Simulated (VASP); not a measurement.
These are rev-vdW-DF2, VASP's PBE PAW potentials (set 64) (plane waves; VASP) values and carry that method's errors.

A VASP calculation is set up with these files.

KPOINTS:
```
kpoints
0
gamma
  7 7 4
```

File POSCAR:
```
SnSe2
1.0
  1.9126209308  -3.3127568461   0.0000000000
  1.9126209308   3.3127568461   0.0000000000
  0.0000000000   0.0000000000   6.1063459413
Sn Se
1 2
Cartesian
  3.8252418616   0.0000000000   0.0000000000
  1.9126209308   1.1042544905   1.5801102996
  1.9126209308  -1.1042544905   4.5262356417
```

**INCAR**
```
# general
SYSTEM   = SnSe2
PREC     = Accurate
ENCUT    = 520   # plane-wave cut-off (eV)
LREAL    = F
LASPH    = T   # aspherical one-centre terms

# electronic loop
EDIFF    = 1E-7   # SCF stop (eV)
NELM     = 100
ALGO     = Normal   # blocked Davidson
LMAXMIX  = 4

# smearing
ISMEAR   = 0   # Gaussian
SIGMA    = 0.05

# functional
GGA      = MK
LUSE_VDW = T
AGGAC    = 0.0
PARAM1   = 0.1234568
PARAM2   = 0.7114
ZAB_VDW  = -1.8867

# ions
IBRION   = 2   # conjugate gradients
NSW      = 30   # most ionic steps
ISIF     = 4
EDIFFG   = -0.01   # ionic stop

# output
LWAVE    = F
LCHARG   = F
```

POTCAR, in this order: Sn_d Se (PBE.64 set). Program: vasp_std.

The resulting files:

### OSZICAR
```
       N       E                     dE             d eps       ncg     rms          rms(c)
DAV:   1     0.203156675028E+03    0.20316E+03   -0.12480E+04   952   0.173E+03
DAV:   2     0.161171025741E+02   -0.18704E+03   -0.18426E+03  1010   0.397E+02
DAV:   3    -0.573144496716E+01   -0.21849E+02   -0.20831E+02  1224   0.122E+02
DAV:   4    -0.646631131773E+01   -0.73487E+00   -0.73377E+00  1143   0.227E+01
DAV:   5    -0.648283848677E+01   -0.16527E-01   -0.16524E-01  1458   0.362E+00    0.475E+00
DAV:   6    -0.623148121116E+01    0.25136E+00   -0.64643E-01  1410   0.860E+00    0.308E+00
DAV:   7    -0.621621259163E+01    0.15269E-01   -0.15392E-01  1168   0.263E+00    0.998E-01
DAV:   8    -0.621603164272E+01    0.18095E-03   -0.10778E-02  1156   0.106E+00    0.279E-01
DAV:   9    -0.621633651001E+01   -0.30487E-03   -0.13046E-03  1150   0.313E-01    0.812E-02
DAV:  10    -0.621632439318E+01    0.12117E-04   -0.11673E-04  1255   0.843E-02    0.318E-02
DAV:  11    -0.621633862788E+01   -0.14235E-04   -0.29368E-05  1114   0.389E-02    0.858E-03
DAV:  12    -0.621633808252E+01    0.54536E-06   -0.19658E-06  1333   0.124E-02    0.535E-03
DAV:  13    -0.621633791386E+01    0.16867E-06   -0.59019E-07  1062   0.536E-03    0.121E-03
DAV:  14    -0.621633796956E+01   -0.55707E-07   -0.42807E-08   597   0.146E-03
   1 F= -.62163380E+01 E0= -.62163380E+01  d E =-.621634E+01
       N       E                     dE             d eps       ncg     rms          rms(c)
DAV:   1    -0.622141518111E+01   -0.50773E-02   -0.37379E-01   954   0.280E+00    0.165E-01
DAV:   2    -0.622296582128E+01   -0.15506E-02   -0.18176E-02  1233   0.692E-01    0.567E-02
DAV:   3    -0.622292539171E+01    0.40430E-04   -0.18606E-04  1061   0.960E-02    0.397E-02
DAV:   4    -0.622291228303E+01    0.13109E-04   -0.50238E-05  1244   0.438E-02    0.163E-02
DAV:   5    -0.622290952830E+01    0.27547E-05   -0.90191E-06  1115   0.200E-02    0.544E-03
DAV:   6    -0.622290932526E+01    0.20304E-06   -0.46927E-07  1188   0.618E-03    0.238E-03
DAV:   7    -0.622290937288E+01   -0.47627E-07   -0.18755E-07   733   0.337E-03
   2 F= -.62229094E+01 E0= -.62229094E+01  d E =-.657140E-02
       N       E                     dE             d eps       ncg     rms          rms(c)
DAV:   1    -0.622340544504E+01   -0.49612E-03   -0.54181E-01   952   0.337E+00    0.198E-01
DAV:   2    -0.622565172848E+01   -0.22463E-02   -0.26256E-02  1229   0.831E-01    0.673E-02
DAV:   3    -0.622559384346E+01    0.57885E-04   -0.26853E-04  1057   0.115E-01    0.470E-02
DAV:   4    -0.622557615891E+01    0.17685E-04   -0.71366E-05  1226   0.516E-02    0.194E-02
DAV:   5    -0.622557276012E+01    0.33988E-05   -0.12875E-05  1066   0.237E-02    0.642E-03
DAV:   6    -0.622557252169E+01    0.23843E-06   -0.70306E-07  1243   0.727E-03    0.275E-03
DAV:   7    -0.622557257118E+01   -0.49490E-07   -0.27148E-07   774   0.403E-03
   3 F= -.62255726E+01 E0= -.62255726E+01  d E =-.923460E-02
       N       E                     dE             d eps       ncg     rms          rms(c)
DAV:   1    -0.623637570560E+01   -0.10803E-01   -0.51025E-01   957   0.498E+00    0.536E-01
DAV:   2    -0.623132144944E+01    0.50543E-02   -0.31137E-02  1081   0.172E+00    0.309E-01
DAV:   3    -0.622877310177E+01    0.25483E-02   -0.48904E-03  1222   0.697E-01    0.124E-01
DAV:   4    -0.622852166293E+01    0.25144E-03   -0.86673E-04  1151   0.356E-01    0.350E-02
DAV:   5    -0.622851359777E+01    0.80652E-05   -0.12558E-04  1368   0.106E-01    0.135E-02
DAV:   6    -0.622851364722E+01   -0.49449E-07   -0.17173E-05  1050   0.437E-02    0.418E-03
DAV:   7    -0.622851372705E+01   -0.79833E-07   -0.12817E-06  1117   0.147E-02    0.163E-03
DAV:   8    -0.622851376588E+01   -0.38833E-07   -0.15239E-07   581   0.511E-03
   4 F= -.62285138E+01 E0= -.62285138E+01  d E =-.294119E-02
       N       E                     dE             d eps       ncg     rms          rms(c)
DAV:   1    -0.624498420782E+01   -0.16470E-01   -0.98145E-01   957   0.690E+00    0.743E-01
DAV:   2    -0.623545163695E+01    0.95326E-02   -0.59545E-02  1083   0.232E+00    0.429E-01
DAV:   3    -0.623054293700E+01    0.49087E-02   -0.93728E-03  1173   0.858E-01    0.169E-01
DAV:   4    -0.623007042095E+01    0.47252E-03   -0.15664E-03  1127   0.479E-01    0.491E-02
DAV:   5    -0.623005452617E+01    0.15895E-04   -0.23575E-04  1386   0.148E-01    0.192E-02
DAV:   6    -0.623005457236E+01   -0.46186E-07   -0.32232E-05  1035   0.593E-02    0.590E-03
DAV:   7    -0.623005470400E+01   -0.13165E-06   -0.25261E-06  1126   0.210E-02    0.225E-03
DAV:   8    -0.623005475633E+01   -0.52325E-07   -0.35173E-07   979   0.702E-03
   5 F= -.62300548E+01 E0= -.62300548E+01  d E =-.448219E-02
```

### OUTCAR
```
------------------------ aborting loop because EDIFF is reached ----------------------------------------
  FORCE on cell =-STRESS in cart. coord.  units (eV):
  Direction    XX          YY          ZZ          XY          YZ          ZX
  --------------------------------------------------------------------------------------
  Total        0.2658539      0.2658540      0.2589603      0.0000000     -0.0000000      0.0000000
  in kB        5.5045752      5.5045760      5.3618405      0.0000000     -0.0000000      0.0000000
  external PRESSURE =       5.4569973 kB  Pullay stress =       0.0000000 kB
  volume of cell :       77.38
      direct lattice vectors                 reciprocal lattice vectors
     1.929145390 -3.341378088  0.000000000     0.259182124 -0.149638858  0.000000000
     1.929145390  3.341378088 -0.000000000     0.259182124  0.149638858 -0.000000000
     0.000000000  0.000000000  6.002183787    -0.000000000  0.000000000  0.166606028
 POSITION                                       TOTAL-FORCE (eV/Angst)
 -----------------------------------------------------------------------------------
      0.00000      0.00000      0.00000         0.000000     -0.000000      0.000000
      1.92915      1.11379      1.59907        -0.000000      0.000000      0.002386
      1.92915     -1.11379      4.40311         0.000000     -0.000000     -0.002386
 -----------------------------------------------------------------------------------
    total drift:                               -0.000000     -0.000000      0.000000
  FREE ENERGIE OF THE ION-ELECTRON SYSTEM (eV)
  ---------------------------------------------------
  free  energy   TOTEN  =        -6.2300547563 eV

  energy  without entropy=       -6.2300547563  energy(sigma->0) =       -6.23005476

 reached required accuracy - stopping structural energy minimisation
```
(Selected blocks of OUTCAR.)

CONTCAR:
```
SnSe2
   1.00000000000000
     1.9291453895929946   -3.3413780875845087    0.0000000000000001
     1.9291453895929946    3.3413780875845087   -0.0000000000000000
     0.0000000000000000    0.0000000000000001    6.0021837865556851
  Sn              Se
     1     2
Direct
     0.0000000000000000    0.0000000000000000    0.0000000000000000
     0.3333330000000032    0.6666669999999968    0.2664155148404863
     0.6666669999999968    0.3333330000000032    0.7335844851595137
```

The compound is SnSe2 in the 1T layered structure. This cell is one point of a volume scan, at 0.97 of the reference volume. Symmetry was kept, so distortions that lower it aren't found.
